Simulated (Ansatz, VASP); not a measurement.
**Cross-check of Cu between VASP and Ansatz**

Wanted: the spread between two codes on one cell, functional and k mesh. The cell is a member of a volume series, scaled by 0.9 from a relaxed one, so a pressure remains.

Program: Ansatz 0.2.0. Level of theory: plane waves, with VASP 6.6.1 beside it; single point at LDA. Results are calculated unless marked as measured.

### 1. Starting point

Symmetry: Fm-3m, No. 225, cubic system. Conventional cell: a = 3.401 Å, b = 3.401 Å, c = 3.401 Å, α = 90.00°, β = 90.00°, γ = 90.00°. Nearest to Cu lie 12 Cu at 2.41 Å.

As a file:

```
Cu
1.0
     0.00000    1.70066    1.70066
     1.70066    0.00000    1.70066
     1.70066    1.70066    0.00000
Cu
1
Cartesian
  0.0000 0.0000 0.0000
```

### 2. VASP: single point, LDA, volume scaled by 0.9

A single point gives forces, pressure and levels at one fixed geometry, so differences don't come from the geometry; what else differs is listed under the comparison.

Lines of VASP's logs that name or quote its potential files are left out, and so is its time.

The input asks for a relaxation, which ended at its first step since no free force or stress exceeded the threshold; so it serves as a single point.

INCAR reads:

```
SYSTEM = Cu
PREC = Accurate
ENCUT = 500
EDIFF = 1E-07
NELM = 100
ISMEAR = 1
SIGMA = 0.15
LREAL = .FALSE.
ALGO = Normal
GGA = CA
NBANDS = 11
LASPH = .TRUE.
LORBIT = 11
LWAVE = .FALSE.
LCHARG = .FALSE.
KPAR = 4
IBRION = 2
NSW = 50
ISIF = 4
EDIFFG = -0.003
```

POSCAR reads:

```
Cu
1.0
    0.0000000000      1.7006620694      1.7006620694
    1.7006620694      0.0000000000      1.7006620694
    1.7006620694      1.7006620694      0.0000000000
Cu
1
Direct
    0.0000000000      0.0000000000      0.0000000000
```

KPOINTS reads:

```
Automatic mesh
0
Gamma
22 22 22
0 0 0
```

Potentials, in the order of the species: Cu (LDA family, release 64).

On the command line:

```console
$ mpirun -np 4 vasp_std
```

Numbers of over 12 decimals in the logs are rounded to 6 here.

Log:

```text
[banner, memory and clock lines left out]
running    4 mpi-ranks, on    1 nodes
 distrk:  each k-point on    1 cores,    4 groups
 distr:  one band on    1 cores,    1 groups

 POSCAR found type information on POSCAR Cu
 POSCAR found :  1 types and       1 ions
 LDA part: xc-table for (Slater(with rela. corr.)+CA(PZ))
 , standard interpolation
 POSCAR, INCAR and KPOINTS ok, starting setup
 FFT: planning ... GRIDC
 FFT: planning ... GRID_SOFT
 FFT: planning ... GRID
 WAVECAR not read
 entering main loop
       N       E                     dE             d eps       ncg     rms          rms(c)
DAV:   1     0.384742097988E+02    0.38474E+02   -0.53723E+03  8046   0.176E+03
DAV:   2    -0.460548620245E+01   -0.43080E+02   -0.40077E+02  7380   0.209E+02
DAV:   3    -0.565866588047E+01   -0.10532E+01   -0.10489E+01  8213   0.389E+01
DAV:   4    -0.566497928112E+01   -0.63134E-02   -0.63125E-02  8046   0.264E+00
DAV:   5    -0.566504012875E+01   -0.60848E-04   -0.60848E-04  8245   0.258E-01    0.810E+00
DAV:   6    -0.492119999803E+01    0.74384E+00   -0.13425E+01  8330   0.798E+01    0.300E+00
DAV:   7    -0.465117496510E+01    0.27003E+00   -0.17738E+00  8333   0.288E+01    0.742E-01
DAV:   8    -0.462991076322E+01    0.21264E-01   -0.81908E-03  9738   0.103E+00    0.240E-01
DAV:   9    -0.462871877618E+01    0.11920E-02   -0.47337E-03  8910   0.130E+00    0.137E-02
DAV:  10    -0.462873282723E+01   -0.14051E-04   -0.22929E-05  7495   0.621E-02    0.493E-03
DAV:  11    -0.462873426888E+01   -0.14416E-05   -0.61752E-07  8501   0.155E-02    0.491E-04
DAV:  12    -0.462873426605E+01    0.28231E-08   -0.79248E-09  4499   0.122E-03
   1 F= -.46287343E+01 E0= -.46287693E+01  d E =-.462873E+01
 curvature:   0.00 expect dE= 0.000E+00 dE for cont linesearch  0.000E+00
 trial: gam= 0.00000 g(F)=  0.938E-63 g(S)=  0.807E-32 ort = 0.000E+00 (trialstep = 0.100E+01)
 search vector abs. value=  0.100E-09
 reached required accuracy - stopping structural energy minimisation
```

Parts of OUTCAR (step 2):

```text
ion  position               nearest neighbor table
   1  0.000  0.000  0.000-

  LATTYP: Found a face centered cubic cell.
 ALAT       =     3.4013241388

 Subroutine GETGRP returns: Found 48 space group operations
 (whereof 48 operations were pure point group operations)

The static configuration has the point symmetry O_h .

 Found    328 irreducible k-points:

   k-points           NKPTS =    328   k-points in BZ     NKDIM =    328   number of bands    NBANDS=     11

   dimension x,y,z NGX =    18 NGY =   18 NGZ =   18
   dimension x,y,z NGXF=    36 NGYF=   36 NGZF=   36

   ENCUT  =  500.0 eV  36.75 Ry    6.06 a.u.   4.39  4.39  4.39*2*pi/ulx,y,z

   NELECT =      11.0000    total number of electrons

 k-points in reciprocal lattice and weights: Automatic mesh
   0.00000000  0.00000000  0.00000000       0.000
   0.04545455  0.00000000  0.00000000       0.001
   0.09090909  0.00000000  0.00000000       0.001
   0.13636364  0.00000000  0.00000000       0.001
   0.18181818  0.00000000  0.00000000       0.001
   0.22727273  0.00000000  0.00000000       0.001
   0.27272727  0.00000000  0.00000000       0.001
   0.31818182  0.00000000  0.00000000       0.001
   0.36363636  0.00000000  0.00000000       0.001
[...]
-0.27272727  0.45454545  0.22727273       0.002
  -0.27272727  0.50000000  0.22727273       0.001

 average (electrostatic) potential at core
       1 -62.5331

 E-fermi :   9.9212

 k-point     1 :       0.0000    0.0000    0.0000
  band No.  band energies     occupation
    ...
      2       6.1684      2.00000
      3       6.1684      2.00000
      4       6.1684      2.00000
      5       7.2796      2.00000
      6       7.2796      2.00000
      7      33.9579      0.00000
      8      37.9342      0.00000
      9      37.9342      0.00000
     10      37.9342      0.00000
     11      40.7574      0.00000

 k-point     2 :       0.0455    0.0000    0.0000
  band No.  band energies     occupation
    ...
      2       6.1462      2.00000
      3       6.1875      2.00000
      4       6.1875      2.00000
      5       7.2714      2.00000
      6       7.2714      2.00000
      7      33.6841      0.00000
      8      36.6550      0.00000
      9      37.6882      0.00000
     10      37.6882      0.00000
     11      41.1063      0.00000

 k-point     3 :       0.0909    0.0000    0.0000
  band No.  band energies     occupation
    ...
      2       6.0839      2.00000
      3       6.2399      2.00000
      4       6.2399      2.00000
      5       7.2516      2.00000
      6       7.2516      2.00000
      7      32.3791      0.00000
      8      35.4044      0.00000
      9      37.1719      0.00000
     10      37.1719      0.00000
     11      41.8945      0.00000

  Total        1.5650364      1.5650364      1.5650364     -0.0000000      0.0000000      0.0000000
  in kB      254.8889103    254.8889103    254.8889103     -0.0000000      0.0000000      0.0000000
  external PRESSURE =     254.8889103 kB  Pullay stress =       0.0000000 kB

  energy-cutoff  :      500.00
  volume of cell :        9.84
      direct lattice vectors                 reciprocal lattice vectors
     0.000000000  1.700662069  1.700662069    -0.294003147  0.294003147  0.294003147
     1.700662069  0.000000000  1.700662069     0.294003147 -0.294003147  0.294003147
     1.700662069  1.700662069  0.000000000     0.294003147  0.294003147 -0.294003147

 POSITION                                       TOTAL-FORCE (eV/Angst)
 -----------------------------------------------------------------------------------
      0.00000      0.00000      0.00000        -0.000000     -0.000000      0.000000
 -----------------------------------------------------------------------------------
    total drift:                                0.000000      0.000000      0.000000

  FREE ENERGIE OF THE ION-ELECTRON SYSTEM (eV)
  ---------------------------------------------------
  free  energy   TOTEN  =        -4.6287342661 eV

  energy  without entropy=       -4.6288392619  energy(sigma->0) =       -4.62876926

 reached required accuracy - stopping structural energy minimisation

 total charge
# of ion       s       p       d       tot
------------------------------------------
    1        0.521   0.533   9.211  10.265

[... 3 further parts left out ...]
```

This run has no spin polarisation. Its electron count is odd, so without a moment it is a metal by construction. The run keeps the 48 symmetry operations of its start, so it cannot find a distortion of lower symmetry.

### 3. Ansatz: single point, LDA, volume scaled by 0.9

Ansatz runs on its default PAW (the set named soft_2) files.

The same cell, functional (in two slightly different forms), mesh and smearing now go to Ansatz, which takes its cutoff from its data sets.

input.yaml reads:

```yaml
crystal:
  lattice:
    - [0.0, 1.70066207, 1.70066207]
    - [1.70066207, 0.0, 1.70066207]
    - [1.70066207, 1.70066207, 0.0]
  atoms:
    - { symbol: Cu, position: [0.0, 0.0, 0.0] }
hamiltonian:
  xc: lda
  pseudopotentials: { kind: paw }
kpoints:
  mp_grid: { grid: [22, 22, 22] }
scf:
  occupations: { method: methfessel_paxton, width: 0.15 }
  n_extra_bands: 4
output:
  forces: true
  stress: true
  eigenvalues: true
```

On the command line:

```console
$ ansatz run input.yaml --threads 2 --pin off --max-ram 4608MiB --backend cpu --events-out ev --progress --plain --runs-dir out
```

Log:

```text
scf.n_extra_bands = 4 over 10 filled bands (N_el = 19.0): the run solves 14 bands
Engine: ansatz 0.2.0, x86_64-unknown-linux-gnu
Pseudopotentials: kind: paw
Pseudopotential: Cu, paw, valence charge 19, recommended cutoff 420 eV (normal), Cu.paw.azcp
Functional definition: SPW92
  exchange = slater_x
  correlation = pw_c
Crystal: 1 atoms, lattice volume = 9.837 Å³
Basis set: ecut = 420 eV, 181 PW (Γ)
Bands: 14, of which v1, the nominal top of the filled ones, is band 10 counted from 1 (9 counted from 0)
Symmetry: 48 space group operations
Space group: Fm-3m (ITA 225), of the structure as read, at distance tolerance 2.1e-5 Å
k-points: 328 of 10648
Non-local potential: Cu, projectors of the file, l = 0: 3, l = 1: 2, l = 2: 3, l = 3: 1
PAW form: soft (Blöchl's): semilocal exchange-correlation on the pseudo side does not see the compensation charge
PAW frozen core: Cu, regenerated for the run's functional, and the local potential with it (the file was generated under x = pbe(κ = 0.804, μ = 0.219515), c = pbe(β = 0.066725))
PAW one-centre angular grid: Cu, 590 points (default); XC on 64 Gauss nodes
Initial density: superposition of atomic densities (neutral atoms: chi_scale 0, normalization atom), corrected by the library's trained network
Initial wavefunctions: pseudopotential atomic-orbital guess
Functional: x = slater, c = lda
SCF iter   1: F=—  HF=-6555.654663 eV  |F-HF|=—  |Δ(HF+E_count)|=         —  Δρ=2.15e-2  dr2=1.88e-2  ethr=1.77e-3  ⟨swp⟩=4.9  Hψ=23369  notcnv=0
preconditioner: auto → none  [metal: Δε(μ)=0.042 eV  Ē_g=19.268 eV  σ=0.150 eV  W_gap=0.24  n_scr=0 (ndim 8)  ℏωp=39.3 eV  f_vac=0.000  D(μ)=0.29/eV (n_scr^D=0)]
SCF iter   2: F=—  HF=-6555.656795 eV  |F-HF|=—  |Δ(HF+E_count)|=   2.13e-3  S|Δr|=    0.00e0  Δρ=2.13e-2  dr2=2.54e-2  ethr=9.90e-5  ⟨swp⟩=2.6  Hψ=11268  notcnv=0  defer=117
SCF iter   3: F=—  HF=-6555.648904 eV  |F-HF|=—  |Δ(HF+E_count)|=   7.89e-3  S|Δr|=    0.00e0  Δρ=2.25e-3  dr2=1.42e-4  ethr=9.90e-5  ⟨swp⟩=2.0  Hψ=7303  notcnv=0  defer=117
SCF iter   4: F=—  HF=-6555.648881 eV  |F-HF|=—  |Δ(HF+E_count)|=   2.27e-5  S|Δr|=    0.00e0  Δρ=4.04e-4  dr2=7.11e-6  ethr=7.46e-7  ⟨swp⟩=1.2  Hψ=5385  notcnv=0  defer=117
SCF iter   5: F=—  HF=-6555.648871 eV  |F-HF|=—  |Δ(HF+E_count)|=   9.38e-6  S|Δr|=    0.00e0  Δρ=1.08e-5  dr2=6.48e-9  ethr=5.26e-10  ⟨swp⟩=5.4  Hψ=22903  notcnv=0
SCF iter   6: F=-6555.648871 eV  HF=-6555.648871 eV  |F-HF|=1.09e-11  |Δ(HF+E_count)|=   5.48e-9  S|Δr|=    0.00e0  Δρ=7.08e-7  dr2=2.58e-11  ethr=3.41e-11  ⟨swp⟩=2.0  Hψ=15680  notcnv=0
SCF 1 converged in 6 iterations: F = -6555.648871 eV  dr2 = 2.58e-11
  greatest PAW one-centre occupation: 1.000 electrons in one spin orbital (limit 2), on the Cu atom at site 0 (counted from 0), in its partial waves of l = 0
SCF converged after 6 iterations
Stability not checked: this state was not tested for a lower state beside it, because cold or Methfessel-Paxton smearing, or corrected tetrahedra, fill the levels in a way that the test cannot read (fill_not_monotonic; see scf.lower_state_search)
Free energy (F): -6555.648871 eV
Harris-Foulkes:  -6555.648871 eV  (|F-HF|=1.09e-11)
Internal energy: -6555.648935 eV  (E = F + TS)
E sigma→0 (E₀):  -6555.648887 eV
Entropy (-TS):   0.000063 eV (0.063 meV/atom)
Fermi energy:    20.708345 eV
--- Per-component energies (eV) ---
  E_band       = -292.449759
  E_kinetic    = 303.312213
  E_local      = -3710.752514  (includes V_loc(G=0)·N_el)
  E_nonlocal   = 393.065574
  E_hartree    = 1644.373454
  E_xc         = -90.988099
  E_vxc        = -118.037333  (∫ρ·V_xc dr)
  E_paw        = -1591.568083  (= ΣΔE_a)
  E_vpaw       = -448.785146  (= ΣTr[D̂ρ^β])
  E_aug_tail   = 0.000310  (compensation charges beyond the density's cutoff)
  E_ewald      = -3503.541451
  E_core_change = 0.449660  (= ΣΔE_core)
  E_smearing   = 0.000063  (= −TS)
  E_closure    = -0.000000  (closes the sum)
  Σ components = -6555.648871   (vs F -6555.648871, Δ=0.00e0)
--- Forces (eV/Å), atoms counted from 1 ---
  atom   1  Cu     0.00000000     0.00000000    -0.00000000
  max |Σ_I F_I| component: 4.52e-32 eV/Å
--- Stress (GPa, compression-positive) ---
       24.740219      -0.000000       0.000000
       -0.000000      24.740219       0.000000
       -0.000000       0.000000      24.740219
  P = ⅓ Tr σ = 24.7402 GPa (247.402 kbar)
--- Band table (eV; the first three rows and the last of 328) ---
  k-point 0: bands = [... 6 lower, 16.9723, 16.9723, 18.0983, 18.0983, 44.8044, 48.5707, 48.5707, 48.5707]
  k-point 1: bands = [... 6 lower, 16.9917, 16.9917, 18.0900, 18.0900, 44.5150, 47.3059, 48.3182, 48.3182]
  k-point 2: bands = [... 6 lower, 17.0448, 17.0448, 18.0701, 18.0701, 43.1395, 46.1377, 47.7922, 47.7922]
  k-point 327: bands = [... 6 lower, 16.5030, 18.0522, 19.0524, 26.8661, 28.3138, 29.9185, 31.1861, 50.2003]
```

Elapsed: 2.9 s, on 2 threads of AMD EPYC 7B13 (Zen 3), shared host; peak memory 0.39 GiB; 4.1 s of CPU time.

The run ends at a pressure of 24.74 GPa.

### 4. Differences

Known differences besides the potentials themselves: the two LDA forms differ slightly; the data sets hold 19 valence electrons in Ansatz (default PAW (the set named soft_2) files) and 11 in VASP; the cutoff is 420 eV in Ansatz and 500 eV in VASP; VASP's log shows a relativistic correction to its local exchange, Ansatz's none. Total energies have different zeros and are not compared.

The two programs side by side:

```tsv
quantity	Ansatz	VASP	difference
pressure (GPa)	24.74	25.49	-0.75
pressure without Ansatz's Pulay correction (GPa)	24.59	25.49	-0.90
```

Ansatz's pressure holds a Pulay correction of 0.15 GPa; VASP's holds none.

### 5. Summary of results

```
difference in pressure (single point, LDA, volume scaled by 0.9) : -0.75 GPa
```

**Reading.** The difference in pressure is -0.75 GPa (single point, LDA, volume scaled by 0.9), within the 1 GPa picked in this series as the mark of a large difference. Such differences can come from data sets, numerical settings and the points named under the comparisons, not from the functional's error against experiment.

[Lines on the potential files, build, host, timing and source positions are cut from VASP's logs without a mark.]

[Logs are printed without paths, hosts, clocks, repeated set-up lines and the standing remarks that a program may print on its own settings, such as how far it seeks lower states.]

[Hosts, paths, dates, database ids (printed as entryN), source tags and the programs' standing remarks are cut or masked in the printed files.]
